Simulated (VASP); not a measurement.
Data:

```
NiO
1.0
    4.11767     2.05669     2.05669
    2.05669     4.11767     2.05669
    2.05669     2.05669     4.11767
Ni O
2 2
Direct
  0.00000   0.00000   0.00000
  0.50000   0.50000   0.50000
  0.24697   0.25910   0.24697
  0.75000   0.75000   0.75000
```
Starting moments (μB, in the order of the record's atoms Ni Ni O O): 1.3 -1.3 0.0 0.0.

Computed with PBEsol GGA, VASP's PBE PAW potentials (set 64) (plane waves; VASP). Settings: 600 eV cut-off, 8×8×8 Γ-centred mesh, Gaussian smearing of 0.050 eV, potentials Ni O.

### Question
What does the run give for the cell moment, energy per atom (σ→0), largest force?

### Answer

The cell moment is 0.00 μB and the energy per atom (σ→0) is -6.326 eV/atom. The largest force comes out as 0.160 eV/Å.

### Question
Give the moment on each site (PAW-sphere projection).

### Answer

```tsv
site	moment (μB)
Ni1	1.26
Ni2	-1.26
O3	0.00
O4	0.00
```

The absolute energy has meaning only against runs of the same code, potentials and settings.

The compound is NiO in the rock salt, AFM-II order structure. This cell was strained or had an atom moved on purpose.
